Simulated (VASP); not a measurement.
Here is the system:

```xyz
2
Lattice="3.1812 0.0000 0.0000 0.0000 3.1812 0.0000 0.0000 0.0000 3.1812" Properties=species:S:1:pos:R:3 pbc="T T T"
Zn     1.5906     1.5906     1.5906
Au     0.0000     0.0000     0.0000
```

Calculation: r2SCAN meta-GGA, VASP's PBE PAW potentials (set 64) (plane waves; VASP). Settings: 520 eV cut-off, 12×12×12 Γ-centred mesh, first-order Methfessel-Paxton smearing of 0.10 eV, potentials Zn Au.

**Question.** The job: AuZn (CsCl type), 2 atoms, r2SCAN, static run, 520 eV, 12×12×12 Γ-centred mesh. Roughly how much core time does it take on a busy server core?

**Answer.** About 2 core-minutes (one run on a shared machine, a rough figure). It had 84 irreducible k-points, 15 bands, up to 912 plane waves and 18 electronic steps.

The compound is AuZn in the CsCl type structure. This cell is one point of a volume scan, at 1.03 of the reference volume.
